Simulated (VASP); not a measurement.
# NaLi16 (a cell with a defect) in VASP: a series of runs

Runs on NaLi16 (a cell with a defect). Level: PBE. Tasks: single point, relaxation of the atoms.

Program: VASP 6.6.1. These are calculated values, not measurements. Logs are shortened: lines on timing, memory, paths and dates and some standing lists are left out, and cuts for length are marked.

## (1) The crystal as given

The cell holds a defect, 17 atoms: a = 6.980 Å, b = 6.980 Å, c = 6.980 Å, α = 90.00°, β = 90.00°, γ = 90.00°.

The cell was built by a generator and needn't be a form met in nature.

## (2) Single point, PBE

Input file INCAR:

```
PREC = Accurate
ENCUT = 520
EDIFF = 1E-6
ISMEAR = -1
SIGMA = 0.05
LREAL = Auto
LASPH = T
NELM = 80
ALGO = Fast
ISIF = 2
LWAVE = F
LCHARG = F
GGA = PE
NBANDS = 42
```

Input file KPOINTS:

```
Automatic mesh
0
Gamma
  2 2 2
```

Input file POSCAR:

```
NaLi16
1.0
    6.9800000000      0.0000000000      0.0000000000
    0.0000000000      6.9800000000      0.0000000000
    0.0000000000      0.0000000000      6.9800000000
Li Na
16 1
Direct
   -0.0851146132      0.2449713467     -0.2296991404
    0.2070916905      0.0065616046      0.0852865330
    0.0326074499      0.3443409742      0.0844985673
   -0.0724068768      0.1461318052      0.3598424069
    0.4103151862      0.3766905444      0.3136962751
    0.7570773639      0.4957306590      0.0422063037
    0.3842263610     -0.3044555874      0.2309455587
    0.7845558739      0.5256446991      0.4040257880
    0.2226504298      0.7115616046      0.9395415473
    0.1300143266      0.6060888252      0.5470343840
    0.3331805158      0.3157306590      0.9060028653
    0.4531805158      0.6008882521      0.6080515759
    1.0016618911      0.8445128940      0.3176074499
    0.6485386819     -0.0754441261      0.4890974212
    0.2146275072      1.0250143266      0.5683381089
    0.8168624642      0.7670773639      0.7306590258
    0.7048137536     -0.0040114613      0.1012464183
```

Potentials or basis: VASP PAW PBE potentials, release 64 (Li_sv, Na_pv).

Command:

```
cat potpaw_PBE.64/Li_sv/POTCAR potpaw_PBE.64/Na_pv/POTCAR > POTCAR
mpirun -np 1 vasp_std > vasp.out
```

OUTCAR:

```text
PREC = Accurate
   ENCUT = 520
   EDIFF = 1E-6
   ISMEAR = -1
   LREAL = Auto
   LASPH = T
   NELM = 80
   ISIF = 2
   GGA = PE

 ion  position               nearest neighbor table
   1  0.915  0.245  0.770-   3 2.44
   2  0.207  0.007  0.085-   9 2.30  13 2.44
   3  0.033  0.344  0.084-   6 2.21   1 2.44  11 2.45   4 2.48
   4  0.928  0.146  0.360-  13 2.19   3 2.48  17 2.60
   5  0.410  0.377  0.314-   7 2.31  12 2.60
   6  0.757  0.496  0.042-   3 2.21   8 2.54
   7  0.384  0.696  0.231-   5 2.31   9 2.33
   8  0.785  0.526  0.404-   6 2.54
   9  0.223  0.712  0.940-   2 2.30   7 2.33
  10  0.130  0.606  0.547-  12 2.30  13 2.48
  11  0.333  0.316  0.906-   3 2.45
  12  0.453  0.601  0.608-  10 2.30   5 2.60
  13  0.002  0.845  0.318-   4 2.19   2 2.44  10 2.48
  14  0.649  0.925  0.489-  16 2.33
  15  0.215  0.025  0.568-
  16  0.817  0.767  0.731-  14 2.33
  17  0.705  0.996  0.101-   4 2.60

  LATTYP: Found a simple cubic cell.
 ALAT       =     6.9800000000

  Lattice vectors:

 A1 = (   6.9800000000,   0.0000000000,   0.0000000000)
 A2 = (   0.0000000000,   6.9800000000,   0.0000000000)
 A3 = (   0.0000000000,   0.0000000000,   6.9800000000)

Analysis of symmetry for initial positions (statically):
=====================================================================
 Subroutine PRICEL returns:
 Original cell was already a primitive cell.

 Routine SETGRP: Setting up the symmetry group for a
 simple cubic supercell.

 Subroutine GETGRP returns: Found  1 space group operations
 (whereof  1 operations were pure point group operations)
 out of a pool of 48 trial point group operations.

The static configuration has the point symmetry C_1 .

Analysis of symmetry for dynamics (positions and initial velocities):
=====================================================================
 Subroutine PRICEL returns:
 Original cell was already a primitive cell.

 Routine SETGRP: Setting up the symmetry group for a
 simple cubic supercell.

 Subroutine GETGRP returns: Found  1 space group operations
 (whereof  1 operations were pure point group operations)
 out of a pool of 48 trial point group operations.

The dynamic configuration has the point symmetry C_1 .

 Subroutine INISYM returns: Found  1 space group operations
 (whereof  1 operations are pure point group operations),
 and found     1 'primitive' translations

----------------------------------------------------------------------------------------
[... 113 lines left out ...]
   ISYM   =      2    0-nonsym 1-usesym 2-fastsym
   POTIM  = 0.5000    time-step for ionic-motion
   TEBEG  =    0.0;   TEEND  =   0.0 temperature during run
   PSTRESS=    0.0 pullay stress
   NELECT =      55.0000    total number of electrons
   NUPDOWN=      -1.0000    fix difference up-down
   EMIN   =  10.00;   EMAX   =-10.00  energy-range for DOS
   EFERMI =   0.00;   METHOD = LEGACY
   ISMEAR =    -1;   SIGMA  =   0.05  broadening in eV -4-tet -1-fermi 0-gaus
   EFERMI_NEDOS =   21; number of points for ismear=-14 and -15
   IALGO  =     68    algorithm
   IMIX   =      4    mixing-type and parameters
     AMIX     =   0.40;   BMIX     =  1.00
     AMIX_MAG =   1.60;   BMIX_MAG =  1.00
  volume/ion in A,a.u.               =      20.00       134.99
  Fermi-wavevector in a.u.,A,eV,Ry     =   0.891950  1.685540 10.824442  0.795574
  Thomas-Fermi vector in A             =   2.013836
   LORBIT       =      0    0 simple, 1 ext, 2 COOP (PROOUT), +10 PAW based schemes
   GGA     = PE    functional components
   LHFCALC =     F    Hartree Fock is set to
   AEXX    =    0.0000 exact exchange contribution
   IVDW    =     0    specifies the selected vdW correction
   LEPSILON=     F    determine dielectric tensor
   LRPA    =     F    only Hartree local field effects (RPA)
 non-spin polarized calculation
 RMM-DIIS sequential band-by-band and
  energy-cutoff  :      520.00
  volume of cell :      340.07
 maximum number of plane-waves:      9124
 NGX is ok and might be reduce to    54
   NGX = 25   NGY = 25   NGZ = 25

 number of electron      54.9999996 magnetization

 Free energy of the ion-electron system (eV)
  ---------------------------------------------------
  ext. energy  EPLUGINS =         0.00000000
  ---------------------------------------------------
  free energy    TOTEN  =       -27.48484677 eV

  energy without entropy =      -27.43617413  energy(sigma->0) =      -27.46051045

 E-fermi :   0.5627     XC(G=0):  -7.0870

 val. band max:        0.5475318032   @ k =   0.5000   0.0000   0.5000
 cond. band min:       0.6861577465   @ k =   0.5000   0.5000   0.0000
 fundamental gap:      0.1386259433
 Fermi energy:         0.5626614231

 k-point     1 :       0.0000    0.0000    0.0000
  band No.  band energies     occupation
      1     -46.2077      2.00000
      2     -46.1608      2.00000
      3     -46.1355      2.00000
      4     -46.1308      2.00000
      5     -46.1093      2.00000
      6     -46.0391      2.00000
[... 325 lines left out ...]
     38       3.6702      0.00000
     39       3.7957      0.00000
 [bands above 39 left out]

------------------------ aborting loop because EDIFF is reached ----------------------------------------

  FORCE on cell =-STRESS in cart. coord.  units (eV):
  Direction    XX          YY          ZZ          XY          YZ          ZX
  --------------------------------------------------------------------------------------
  -------------------------------------------------------------------------------------
  Total        5.7224123      5.7578983      7.7845899     -1.5105088     -0.1156750      1.4280177
  in kB       26.9602219     27.1274083     36.6758388     -7.1165182     -0.5449841      6.7278750
  external PRESSURE =      30.2544897 kB  Pullay stress =       0.0000000 kB

 VOLUME and BASIS-vectors are now :
 -----------------------------------------------------------------------------
  energy-cutoff  :      520.00
  volume of cell :      340.07
      direct lattice vectors                 reciprocal lattice vectors
     6.980000000  0.000000000  0.000000000     0.143266476  0.000000000  0.000000000
     0.000000000  6.980000000  0.000000000     0.000000000  0.143266476  0.000000000
     0.000000000  0.000000000  6.980000000     0.000000000  0.000000000  0.143266476

 POSITION                                       TOTAL-FORCE (eV/Angst)
 -----------------------------------------------------------------------------------
      6.38590      1.70990      5.37670        -0.160940     -0.191116     -0.656110
      1.44550      0.04580      0.59530         0.160763      0.646292      0.004310
      0.22760      2.40350      0.58980         0.761288      0.468587      0.732658
      6.47460      1.02000      2.51170         0.024921      1.277232      0.547720
      2.86400      2.62930      2.18960        -0.116433     -1.160325     -0.048169
      5.28440      3.46020      0.29460        -0.993105      0.631544     -0.267329
[... 9 lines left out ...]
      5.70170      5.35420      5.10000         0.571018     -0.090254      0.625025
      4.91960      6.95200      0.70670        -0.634620      0.000401     -0.858154
 -----------------------------------------------------------------------------------
    total drift:                                0.004107     -0.008390      0.024438

  FREE ENERGIE OF THE ION-ELECTRON SYSTEM (eV)
  ---------------------------------------------------
  free  energy   TOTEN  =       -27.4848467692 eV

  energy  without entropy=      -27.4361741317  energy(sigma->0) =      -27.46051045
```

Run time: 17 min. Hardware: 1 thread of Intel Xeon Platinum 8375C at 2.90GHz (Ice Lake), shared host; peak memory 0.39 GiB.

Results:

- Free energy: -27.4848 eV
- Largest force: 1.390 eV/Å
- Band gap on the k mesh: none (metal or under the smearing width)

Forces in eV/Å, atoms in the order of the input:
```
Li  -0.161 -0.191 -0.656
Li   0.161  0.646  0.004
Li   0.761  0.469  0.733
Li   0.025  1.277  0.548
Li  -0.116 -1.160 -0.048
Li  -0.993  0.632 -0.267
Li   0.418  0.402  0.330
Li  -0.118 -0.174  0.189
Li  -0.477 -0.580 -0.821
Li  -0.512 -0.519  0.039
Li   0.701  0.125 -0.586
Li   0.661  0.019  0.779
Li   0.048 -1.243 -0.264
Li  -0.789  0.398 -0.071
Li   0.455 -0.010  0.326
Li   0.571 -0.090  0.625
Na  -0.635  0.000 -0.858
```

Caveat: the k mesh is coarse (spacing up to 0.45 Å⁻¹), so the values aren't converged; the cutoff is under 1.25 times the usual one of these potentials, so pressure, stress and relaxed cells hold a basis-set (Pulay) error.

## (3) Single point, PBE

Input file INCAR:

```
PREC     = Accurate       # precision mode
ENCUT    = 520            # plane-wave cutoff, eV
EDIFF    = 1E-6           # SCF threshold, eV
ISMEAR   = -1             # smearing method
SIGMA    = 0.05           # smearing width, eV
LREAL    = Auto         
LASPH    = T              # aspherical terms in the spheres
NELM     = 100            # most SCF steps
ALGO     = Normal         # electronic algorithm
ISIF     = 2              # what is computed and relaxed
LWAVE    = F              # write WAVECAR
LCHARG   = T              # write CHGCAR
GGA      = PE             # functional
LELF     = T              # ELF
LVHAR    = T            
NBANDS   = 42             # bands
```

Input file KPOINTS:

```
regular mesh
0
Gamma
  2 2 2
```

Input file POSCAR:

```
NaLi16
1.0
    6.9800000000      0.0000000000      0.0000000000
    0.0000000000      6.9800000000      0.0000000000
    0.0000000000      0.0000000000      6.9800000000
Li Na
16 1
Direct
   -0.0070532361     -0.0007511428     -0.0255000244
    0.3574521923     -0.0203840726     -0.0719926965
   -0.0082531113      0.5041067251     -0.0284298440
    0.0242211591     -0.0051528609      0.5374276972
    0.2493341224      0.2767696978      0.2549167653
    0.5423767197      0.5014140526      0.0229814778
    0.4460906473     -0.0158999515      0.5274084033
    0.8683122473      0.3054010080      0.2912638749
   -0.0216775537      0.5115680942      0.5719450549
    0.2350900918      0.7180883811      0.2562714792
    0.2630320442      0.2891351882      0.7348773752
    0.5348552221      0.4975491388      0.4791745179
    0.8254199680      0.7161001304      0.2821530307
    0.7110691062      0.2281689966      0.7468071865
    0.2708407490      0.6883485075      0.7333225295
    0.7142458085      0.7711270715      0.7543826060
    0.6224029231      0.0354450361      0.1807929667
```

Potentials or basis: VASP PAW PBE potentials, release 64 (Li_sv, Na_pv).

Command:

```
cat potpaw_PBE.64/Li_sv/POTCAR potpaw_PBE.64/Na_pv/POTCAR > POTCAR
mpirun -np 1 vasp_std > vasp.out
```

It took 3.7 min on 1 thread of AMD EPYC 7R13 (Zen 3), shared host; peak memory 0.35 GiB.

Results (log left out):

```yaml
Free_energy: -30.3991 eV
Largest_force: 0.097 eV/Å
Band_gap_on_the_k_mesh: none (metal or under the smearing width)
```

Forces on the atoms (eV/Å):
```
Li   0.013  0.004 -0.022
Li   0.039 -0.034  0.054
Li   0.040  0.000  0.017
Li   0.020 -0.021  0.028
Li  -0.011  0.009  0.008
Li  -0.028  0.018 -0.031
Li   0.055  0.005 -0.006
Li  -0.056 -0.071  0.035
Li   0.004  0.034  0.016
Li  -0.013 -0.011  0.019
Li  -0.030 -0.008 -0.026
Li  -0.019 -0.006  0.016
Li  -0.050  0.033 -0.012
Li   0.025  0.028 -0.032
Li   0.005 -0.016 -0.039
Li   0.020 -0.017  0.010
Na  -0.015  0.052 -0.036
```

Levels at points of the mesh, in eV from the Fermi level:
```
           k point  band 25  band 26  band 27  band 28  band 29  band 30
(0.00, 0.00, 0.00)    -1.03    -0.98     0.20     0.35     0.42     0.46
(0.50, 0.00, 0.00)    -0.57    -0.56    -0.52    -0.50    -0.44     0.91
(0.00, 0.50, 0.00)    -0.62    -0.59    -0.49    -0.47    -0.40     0.94
(0.00, 0.00, 0.50)    -0.63    -0.56    -0.50    -0.47    -0.40     0.90
(0.50, 0.50, 0.00)    -0.21    -0.16     0.01     0.13     0.15     0.23
(0.00, 0.50, 0.50)    -0.15    -0.08    -0.03     0.02     0.12     0.17
(0.50, 0.00, 0.50)    -0.23    -0.17     0.00     0.13     0.15     0.25
(0.50, 0.50, 0.50)    -1.65    -1.63    -1.63     1.64     2.05     2.08
```

Caveat: the k mesh is coarse (spacing up to 0.45 Å⁻¹), so the values aren't converged; the cutoff is under 1.25 times the usual one of these potentials, so pressure, stress and relaxed cells hold a basis-set (Pulay) error.

(Continued in part 2 of 3.)
